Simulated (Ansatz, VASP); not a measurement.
**Two plane-wave programs on TeP2**

INCAR

```
PREC = Accurate
ENCUT = 600
EDIFF = 1E-6
ISMEAR = 0
SIGMA = 0.1
LREAL = F
LASPH = T
NELM = 60
ALGO = Normal
ISIF = 3
LWAVE = F
LCHARG = F
GGA = PE
IBRION = 2
NSW = 90
EDIFFG = -0.04
```

Contents of KPOINTS:

```
regular mesh
0
Gamma
  6 6 6
```

POSCAR

```
TeP2
1.0
    0.0000000000      3.1157500700      3.1157500700
    3.1157500700      0.0000000000      3.1157500700
    3.1157500700      3.1157500700      0.0000000000
Te P
1 2
Direct
    0.0000000000      0.0000000000      0.0000000000
    0.2500000000      0.2500000000      0.2500000000
    0.7500000000      0.7500000000      0.7500000000
```

Input for Ansatz:

```yaml
crystal:
  lattice:
    - [0.0, 3.11575007, 3.11575007]
    - [3.11575007, 0.0, 3.11575007]
    - [3.11575007, 3.11575007, 0.0]
  atoms:
    - { symbol: Te, position: [0.0, 0.0, 0.0] }
    - { symbol: P, position: [0.25, 0.25, 0.25] }
    - { symbol: P, position: [0.75, 0.75, 0.75] }
basis:
  ecutwfc: 420
kpoints:
  mp_grid: { grid: [6, 6, 6] }
hamiltonian:
  xc: pbe
scf:
  occupations: { method: gaussian, width: 0.1 }
  lower_state_search: "off"
output:
  forces: true
  stress: true
  eigenvalues: true
relax:
  adjacent_minimum: "off"
  f_tol: 0.04
  max_steps: 70
  cell: { stress_tol: 0.4 }
```

Change from the starting cell: species swapped into the CeO2 type (Fm-3m, No. 225).

Alike in both runs: task relaxation of cell and atoms; functional PBE; k mesh 6 × 6 × 6; occupations gaussian, width 0.1 eV; no spin polarisation.

```csv
,VASP,Ansatz
version,VASP 6.6.1,Ansatz 0.2.0
potentials or method,"VASP PAW PBE potentials, release 64 (Te, P)","scalar-relativistic, plane waves, PAW"
plane-wave cutoff (eV),600,420
valence electrons in the cell,16,26
```

```tsv
	VASP	Ansatz	Ansatz less VASP
gap on the k mesh at the Fermi level, each at its own relaxed structure (eV)	none	none	-
relaxed volume (Å³/atom)	23.32	23.26	-0.056
relaxed cell length with the largest relative difference (Å)	4.625	4.621	-0.0037
energy change over the relaxation (meV/atom)	-105	-106	-1.4
```

A gap of «none» marks a metal or a gap that the smearing closes. The two sets of potentials don't hold the same shells in valence.

Caveats: the volume moved by over 15 % at a fixed basis, so the end points are rough (VASP). Spin-orbit coupling is left out, which matters for the levels of Te.
